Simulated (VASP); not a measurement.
# SiF (Pm-3m) in VASP: settings compared, part 2 of 2

VASP 6.6.1. Earlier steps stand in the parts before.

**5. Relaxation of cell and atoms, r2SCAN**

The input, INCAR:

```
SYSTEM = SiF
  ALGO = Normal
  EDIFF = 1E-7
  EDIFFG = -0.005
  ENCUT = 600
  IBRION = 2
  ISIF = 3
  ISMEAR = 0
  LASPH = .TRUE.
  LCHARG = .FALSE.
  LMIXTAU = .TRUE.
  LREAL = .FALSE.
  LWAVE = .FALSE.
  METAGGA = R2SCAN
  NELM = 60
  NSW = 40
  PREC = Accurate
  SIGMA = 0.05
```

The input, KPOINTS:

```
k-points
0
G
  9 9 9
  0 0 0
```

The input, POSCAR:

```
SiF
1.0
    3.0286000000      0.0000000000      0.0000000000
    0.0000000000      3.0286000000      0.0000000000
    0.0000000000      0.0000000000      3.0286000000
Si F
1 1
Direct
    0.5000000000      0.5000000000      0.5000000000
    0.0000000000      0.0000000000      0.0000000000
```

Potentials or basis: VASP PAW PBE potentials, release 64 (Si, F).

Launch:

```
$ cat potpaw_PBE.64/Si/POTCAR potpaw_PBE.64/F/POTCAR > POTCAR
$ mpirun -np 1 vasp_std > vasp.out
```

OUTCAR:

```text
SYSTEM = SiF
   EDIFF = 1E-7
   EDIFFG = -0.005
   ENCUT = 600
   IBRION = 2
   ISIF = 3
   ISMEAR = 0
   LASPH = .TRUE.
   LREAL = .FALSE.
   METAGGA = R2SCAN
   NELM = 60
   NSW = 40
   PREC = Accurate

 ion  position               nearest neighbor table
   1  0.500  0.500  0.500-
   2  0.000  0.000  0.000-

  LATTYP: Found a simple cubic cell.
 ALAT       =     3.0286000000

  Lattice vectors:

 A1 = (   3.0286000000,   0.0000000000,   0.0000000000)
 A2 = (   0.0000000000,   3.0286000000,   0.0000000000)
 A3 = (   0.0000000000,   0.0000000000,   3.0286000000)

Analysis of symmetry for initial positions (statically):
=====================================================================
 Subroutine PRICEL returns:
 Original cell was already a primitive cell.

 Routine SETGRP: Setting up the symmetry group for a
 simple cubic supercell.

 Subroutine GETGRP returns: Found 48 space group operations
 (whereof 48 operations were pure point group operations)
 out of a pool of 48 trial point group operations.

The static configuration has the point symmetry O_h .

Analysis of symmetry for dynamics (positions and initial velocities):
=====================================================================
 Subroutine PRICEL returns:
 Original cell was already a primitive cell.

 Routine SETGRP: Setting up the symmetry group for a
 simple cubic supercell.

 Subroutine GETGRP returns: Found 48 space group operations
 (whereof 48 operations were pure point group operations)
 out of a pool of 48 trial point group operations.

The dynamic configuration has the point symmetry O_h .

 Subroutine INISYM returns: Found 48 space group operations
 (whereof 48 operations are pure point group operations),
 and found     1 'primitive' translations

----------------------------------------------------------------------------------------

                                     Primitive cell

  volume of cell :      27.7796

  direct lattice vectors                    reciprocal lattice vectors
     3.028600000  0.000000000  0.000000000     0.330185564  0.000000000  0.000000000
     0.000000000  3.028600000  0.000000000     0.000000000  0.330185564  0.000000000
     0.000000000  0.000000000  3.028600000     0.000000000  0.000000000  0.330185564

  length of vectors
     3.028600000  3.028600000  3.028600000     0.330185564  0.330185564  0.330185564

  position of ions in fractional coordinates (direct lattice)
     0.500000000  0.500000000  0.500000000
     0.000000000  0.000000000  0.000000000

  ion indices of the primitive-cell ions
   primitive index   ion index
                 1           1
                 2           2

----------------------------------------------------------------------------------------
[... 99 lines left out ...]
   LEPSILON=     F    determine dielectric tensor
   LRPA    =     F    only Hartree local field effects (RPA)
 conjugate gradient relaxation of ions
 non-spin polarized calculation
 Gauss-broadening in eV      SIGMA  =   0.05
  energy-cutoff  :      600.00
  volume of cell :       27.78
 maximum number of plane-waves:       943
   NGX = 13   NGY = 13   NGZ = 13

--------------------------------------- Ionic step        1  -------------------------------------------

 number of electron      11.0000013 magnetization

 Free energy of the ion-electron system (eV)
  ---------------------------------------------------
  ext. energy  EPLUGINS =         0.00000000
  ---------------------------------------------------
  free energy    TOTEN  =       -12.15219101 eV

  energy without entropy =      -12.14750085  energy(sigma->0) =      -12.14984593

------------------------ aborting loop because EDIFF is reached ----------------------------------------

  FORCE on cell =-STRESS in cart. coord.  units (eV):
  Direction    XX          YY          ZZ          XY          YZ          ZX
  --------------------------------------------------------------------------------------
  -------------------------------------------------------------------------------------
  Total       -0.0594816     -0.0594816     -0.0594816     -0.0000000     -0.0000000      0.0000000
  in kB       -3.4305822     -3.4305822     -3.4305822     -0.0000000     -0.0000000      0.0000000
  external PRESSURE =      -3.4305822 kB  Pullay stress =       0.0000000 kB

 VOLUME and BASIS-vectors are now :
 -----------------------------------------------------------------------------
  energy-cutoff  :      600.00
  volume of cell :       27.78
      direct lattice vectors                 reciprocal lattice vectors
     3.028600000  0.000000000  0.000000000     0.330185564  0.000000000  0.000000000
     0.000000000  3.028600000  0.000000000     0.000000000  0.330185564  0.000000000
     0.000000000  0.000000000  3.028600000     0.000000000  0.000000000  0.330185564

 POSITION                                       TOTAL-FORCE (eV/Angst)
 -----------------------------------------------------------------------------------
      1.51430      1.51430      1.51430         0.000000      0.000000      0.000000
      0.00000      0.00000      0.00000         0.000000      0.000000      0.000000
 -----------------------------------------------------------------------------------
    total drift:                               -0.000000      0.000000      0.000000

  FREE ENERGIE OF THE ION-ELECTRON SYSTEM (eV)
  ---------------------------------------------------
  free  energy   TOTEN  =       -12.1521910132 eV

  energy  without entropy=      -12.1475008519  energy(sigma->0) =      -12.14984593

--------------------------------------- Ionic step        2  -------------------------------------------

 number of electron      11.0000013 magnetization

 Free energy of the ion-electron system (eV)
  ---------------------------------------------------
  ext. energy  EPLUGINS =         0.00000000
  ---------------------------------------------------
  free energy    TOTEN  =       -12.15229010 eV

  energy without entropy =      -12.14759991  energy(sigma->0) =      -12.14994501

 E-fermi :   5.7791     XC(G=0): -10.7589

 val. band max:        5.7342724362   @ k =   0.4444   0.4444   0.4444
 cond. band min:       5.7889848221   @ k =   0.4444   0.3333   0.0000
 fundamental gap:      0.0547123859
 Fermi energy:         5.7790554748

 k-point     1 :       0.0000    0.0000    0.0000
  band No.  band energies     occupation
      1     -19.8617      2.00000
      2      -3.6274      2.00000
      3       0.1885      2.00000
      4       0.1885      2.00000
      5       0.1885      2.00000
      6      11.2566      0.00000
      7      11.2566      0.00000
      8      11.2566      0.00000
      9      11.9882      0.00000
[... 265 lines left out ...]
 k-point    24 :       0.4444    0.3333    0.1111
  band No.  band energies     occupation
      1     -19.5002      2.00000
      2      -2.8266      2.00000
      3      -1.2873      2.00000
      4       0.4565      2.00000
      5       1.3848      2.00000
      6       5.8171      0.28233
      7       6.9023      0.00000
      8      11.0773      0.00000
      9      14.3149      0.00000

 [... further k-points ...]
[... 5 lines left out ...]
  --------------------------------------------------------------------------------------
  -------------------------------------------------------------------------------------
  Total        0.0066804      0.0066804      0.0066804     -0.0000000     -0.0000000      0.0000000
  in kB        0.3869513      0.3869513      0.3869513     -0.0000000     -0.0000000      0.0000000
  external PRESSURE =       0.3869513 kB  Pullay stress =       0.0000000 kB

 VOLUME and BASIS-vectors are now :
 -----------------------------------------------------------------------------
  energy-cutoff  :      600.00
  volume of cell :       27.66
      direct lattice vectors                 reciprocal lattice vectors
     3.024254636  0.000000000  0.000000000     0.330659987  0.000000000  0.000000000
    -0.000000000  3.024254636  0.000000000    -0.000000000  0.330659987  0.000000000
    -0.000000000 -0.000000000  3.024254636    -0.000000000 -0.000000000  0.330659987

 POSITION                                       TOTAL-FORCE (eV/Angst)
 -----------------------------------------------------------------------------------
      1.51213      1.51213      1.51213        -0.000000      0.000000      0.000000
      0.00000      0.00000      0.00000         0.000000     -0.000000      0.000000
 -----------------------------------------------------------------------------------
    total drift:                                0.000000      0.000000      0.000000

  FREE ENERGIE OF THE ION-ELECTRON SYSTEM (eV)
  ---------------------------------------------------
  free  energy   TOTEN  =       -12.1522901021 eV

  energy  without entropy=      -12.1475999101  energy(sigma->0) =      -12.14994501

 reached required accuracy - stopping structural energy minimisation
```

Wall time 20 s (1 thread of Intel Xeon 6975P-C (Granite Rapids), shared host); peak memory 0.14 GiB.

Results:

```yaml
Free_energy: -12.1523 eV
Relaxed_volume: 13.83 Å³/atom
Relaxed_cell: a = 3.024 Å, b = 3.024 Å, c = 3.024 Å, α = 90.00°, β = 90.00°, γ = 90.00°
Space_group_after_relaxing_to_0.05_Å: Pm-3m (No. 221)
Energy_gained_by_relaxing: 0.0 meV/atom
Ionic_steps: 2
Pressure_after_relaxing: 0.0 GPa
Band_gap_on_the_k_mesh: none (metal or under the smearing width)
```

Final structure:
```yaml
crystal:
  lattice:
    - [3.02425, 0.00000, 0.00000]
    - [0.00000, 3.02425, 0.00000]
    - [0.00000, 0.00000, 3.02425]
  atoms:
    - { symbol: Si, position: [0.50000, 0.50000, 0.50000] }
    - { symbol: F, position: [0.00000, 0.00000, 0.00000] }
```

Levels at points of the mesh, in eV from the Fermi level:
| k point | band 1 | band 2 | band 3 | band 4 | band 5 | band 6 | band 7 | band 8 | band 9 |
| --- | --- | --- | --- | --- | --- | --- | --- | --- | --- |
| (0.00, 0.00, 0.00) | -25.64 | -9.41 | -5.59 | -5.59 | -5.59 | 5.48 | 5.48 | 5.48 | 6.21 |

Caveat: the PAW data sets were made with another functional, which shifts forces and pressure a little; an odd number of electrons without spin polarisation forces a metal; a magnetic or distorted state may lie lower.

**6. For comparison**

An earlier run on the cell as given: functional PBE; potentials or basis VASP PAW PBE potentials, release 64 (Si, F); cutoff 520 eV; k mesh 9 × 9 × 9; occupations fermi-dirac, width 0.05 eV; no spin polarisation.

* Pressure: 0.0 GPa
* Band gap on the k mesh: none (metal or under the smearing width)

**7. Summary**

```tsv
task	level	cell	k mesh	cutoff (eV)	smearing	screening parameter	grid for exact exchange (PRECFOCK)	mesh quality	gap on the mesh (eV)	pressure (GPa)
single point	HSE(alpha, omega)	as given	5 × 5 × 5	520	fermi-dirac 0.05 eV	0.3	Fast	coarse	none	-1.7
single point	HSE(alpha, omega)	as given	5 × 5 × 5	520	fermi-dirac 0.05 eV	0.4	Fast	coarse	none	-1.5
single point	HSE(alpha, omega)	as given	5 × 5 × 5	520	fermi-dirac 0.05 eV	0.6	Fast	coarse	none	-1.3
relaxation of cell and atoms	r2SCAN	relaxed	9 × 9 × 9	600	gaussian 0.05 eV	-	-	not flagged	none	0.0
single point	PBE	as given	9 × 9 × 9	520	fermi-dirac 0.05 eV	-	-	not flagged	none	0.0
```

Alike in all rows: potentials or basis VASP PAW PBE potentials, release 64 (Si, F); no spin polarisation.

Caveats: some runs use coarse meshes; an odd number of electrons without spin polarisation forces a metal; a magnetic or distorted state may lie lower; the PAW data sets were made with another functional, which shifts forces and pressure a little (some runs).

Total energies depend on the potentials used, so only differences within one code and one set of settings carry meaning.
